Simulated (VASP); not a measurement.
```xyz
2
Lattice="0.0000 2.9348 2.9348 2.9348 0.0000 2.9348 2.9348 2.9348 0.0000" Properties=species:S:1:pos:R:3 pbc="T T T"
Sb     0.0000     0.0000     0.0000
Pd     2.9348     2.9348     2.9348
```

The base run (VASP): PBE GGA, plane waves, VASP's PBE PAW potentials (set 64). Settings: 400 eV cut-off, 10×10×10 Γ-centred mesh, first-order Methfessel-Paxton smearing of 0.10 eV, potentials Sb Pd.

One setting is varied; ΔE counts from the base run. The base run took about 20 core-seconds. Costs are core time on shared hosts, one run each; read them as rough ratios.

Pressures at a finite cut-off, here 400 eV, hold a Pulay part, which wasn't tested here.

```
setting           cost over the base run  electronic steps  ΔE (meV/atom)  pressure (GPa)
----------------  ----------------------  ----------------  -------------  --------------
PREC = Low                     about 1/2                12           -1.6          -10.88
PREC = Normal                  about 1/2                12           -0.1          -10.96
LASPH = .FALSE.     within a factor of 2                12            0.5          -10.96
PREC = Single       within a factor of 2                12           -0.2          -10.96
base run                       reference                12            0.0          -10.96
ADDGRID = .TRUE.    within a factor of 2                12            0.0          -10.96
LREAL = Auto        within a factor of 2                12           -0.1          -10.97
```

Left out are runs that failed, have no time on record or changed the cell.

The structure was generated: SbPd was put into the rocksalt type (Fm-3m), which need not be its known phase. The cell was not relaxed at this level.
